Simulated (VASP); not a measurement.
## Cl2BSeH: single point with PBE0+TS

The system is Cl2BSeH, in a box.

```
Cl B Se H
1.0
    12.00000    0.00000    0.00000
     0.00000   13.00000    0.00000
     0.00000    0.00000   13.00000
Cl B Se H
2 1 1 1
Direct
  0.53055 0.52310 0.61937
  0.59657 0.36842 0.45730
  0.52613 0.48058 0.49223
  0.44582 0.55238 0.38586
  0.40560 0.63482 0.45353
```

* Program: VASP 6.6.1
* Task: single point
* Functional: PBE0
* Dispersion: TS
* Potentials or basis: VASP PAW PBE potentials, release 64 (Cl, B, Se, H)
* Cutoff: 520 eV
* k mesh: 1 × 1 × 1
* Occupations: gaussian, width 0.01 eV
* Spin: no spin polarisation
* Grid for exact exchange (PRECFOCK): Fast
* Exchange at q = 0: default
* Further INCAR settings: ALGO = Normal; EDIFF = 1e-06; NBANDS = 20

```json
{
 "Largest force": "0.099 eV/Å",
 "Gap between the frontier levels": "6.32 eV",
 "Hirshfeld charges": "Cl -0.06; B +0.10; Se -0.00; H +0.03 e",
 "Dispersion energy per atom": "-0.002 eV"
}
```

Forces in eV/Å, atoms in the order of the input:
```
Cl   0.005 -0.041 -0.087
Cl  -0.051  0.084  0.014
B    0.025 -0.013  0.068
Se   0.002  0.005  0.024
H    0.020 -0.035 -0.019
```

Levels at points of the mesh, in eV from the valence-band top:
```tsv
k point	band 8	band 9	band 10	band 11	band 12	band 13	band 14	band 15	band 16	band 17
(0.00, 0.00, 0.00)	-2.91	-1.87	-1.47	-1.19	0.00	6.32	7.21	7.66	8.25	8.37
```

Wall time 7.7 min on 1 thread of Intel(R) Xeon(R) Platinum 8259CL CPU @ 2.50GHz (Skylake/Cascade Lake), with other jobs on the host, peak memory 1.5 GiB.

Caveat: the PAW data sets were made with another functional, which shifts forces and pressure a little.
